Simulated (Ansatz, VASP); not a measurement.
Cu3Pd: VASP beside Ansatz

```
Cu Pd
1.0
     3.79500    0.00000    0.00000
     0.00000    3.79500    0.00000
     0.00000    0.00000    3.79500
Cu Pd
3 1
Direct
  0.00000 0.50000 0.50000
  0.50000 0.00000 0.50000
  0.50000 0.50000 0.00000
  0.00000 0.00000 0.00000
```

Change from the starting cell: volume scaled by 1.06.

Alike in both runs: task single point; functional PBEsol; k mesh 9 × 9 × 9; occupations fermi-dirac, width 0.05 eV; no spin polarisation.

|  | VASP | Ansatz |
| --- | --- | --- |
| version | VASP 6.6.1 | Ansatz 0.2.0 |
| potentials or method | VASP PAW PBE potentials, release 64 (Cu, Pd), cutoff 520 eV | all-electron LAPW, scalar-relativistic |

```csv
,VASP,Ansatz,Ansatz less VASP
pressure (GPa),-14.3,-14.9,-0.58
```

Ansatz ran all-electron here, so the differences hold the error of VASP's frozen core and of both bases.

Caveats: the PAW data sets were made with another functional, which shifts forces and pressure a little (VASP).
